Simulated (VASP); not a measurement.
Write the native input for VASP 6.6.1 that does the following.

| Item | Value |
| --- | --- |
| Task | single point |
| Functional | PBE |
| Potentials or basis | VASP PAW PBE potentials, release 64 (Ni, O) |
| Cutoff | 600 eV |
| k mesh | 9 × 9 × 9 |
| Occupations | gaussian, width 0.02 eV |
| Spin | collinear spin, ferromagnetic start |
| Starting moments | [2.0, 0.0] μB |
| Further INCAR settings | ALGO = Fast; EDIFF = 1e-07; NBANDS = 19 |

The structure of NiO lies in POSCAR:

```
NiO
1.0
    1.4381403700      0.8303107300      2.3308059600
   -1.4381403700      0.8303107300      2.3308059600
    0.0000000000     -1.6606214600      2.3308059600
Ni O
1 1
Direct
    1.0000000000      0.0000000000      0.0000000000
    0.5000000000      0.5000000000      0.5000000000
```

The cell was built by a generator and needn't be a form met in nature.

These files were run (other wordings do the same):

INCAR

```
PREC = Accurate ; ENCUT = 600
EDIFF = 1E-7 ; ISMEAR = 0
SIGMA = 0.02 ; LREAL = False
LASPH = True ; NELM = 120
ALGO = Fast ; ISIF = 2
LWAVE = False ; LCHARG = False
ISPIN = 2 ; MAGMOM = 2 0
LORBIT = 11 ; LMAXMIX = 4
GGA = PE ; NBANDS = 19
```

KPOINTS

```
regular mesh
0
Gamma
  9 9 9
```

Potentials or basis: VASP PAW PBE potentials, release 64 (Ni, O).

Command:

```bash
$ cat potpaw_PBE.64/Ni/POTCAR potpaw_PBE.64/O/POTCAR > POTCAR
$ mpirun -np 1 vasp_std > vasp.out
```

Results of the run:

The pressure is 22.4 GPa and the band gap on the k mesh is none (metal or under the smearing width). The net moment is 1.26 μB per cell, the site moments are Ni +1.06; O +0.17 μB and the valence electrons inside the program's atomic spheres are Ni 9.19; O 5.01.

Caveat: so large a pressure means that the cell lies far from this level's equilibrium, or that cutoff or potentials fall short; a cell with one magnetic atom can't hold antiferromagnetic order, which such compounds often take; semilocal functionals often make such compounds metallic where correlation or magnetic order opens a gap, which also shifts bond lengths.

Wall time 37 s on 1 thread of Intel(R) Xeon(R) 6975P-C (Granite Rapids), with other jobs on the host, peak memory 0.18 GiB.
